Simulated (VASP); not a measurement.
Here is the system:

```yaml
crystal:
  lattice:
    - [0.00000, 2.79667, 2.76693]
    - [2.65500, 0.00000, 2.76693]
    - [2.65500, 2.79667, 0.00000]
  atoms:
    - { symbol: Mg, position: [0.00000, 0.00000, 0.00000] }
    - { symbol: Se, position: [0.49361, 0.50639, 0.50639] }
```

Calculation: PBE GGA, VASP's PBE PAW potentials (set 64) (plane waves; VASP 6.6.1). Numerical set-up: 520 eV cut-off, 8×8×8 Γ-centred mesh, Gaussian smearing of 0.050 eV, potentials Mg Se_GW.

Give the force on each atom (eV/Å).

| atom | Fx | Fy | Fz |
|---|---|---|---|
| Mg1 | 0.142 | 0.000 | 0.000 |
| Se2 | -0.142 | 0.000 | 0.000 |

Give the stress tensor in GPa (positive for a compressed cell).

```
 4.27   0.00   0.00
 0.00  -0.67   0.00
 0.00   0.00   0.15
```
The pressure is its mean diagonal, 1.25 GPa.

The compound is MgSe in the rock salt structure. The cell was not relaxed at this level, atoms are displaced from their ideal sites. The run is one of a series of settings (ENCUT = 520, POTCAR Mg Se_GW (PBE.64 set) against the base run), some of them coarse on purpose.
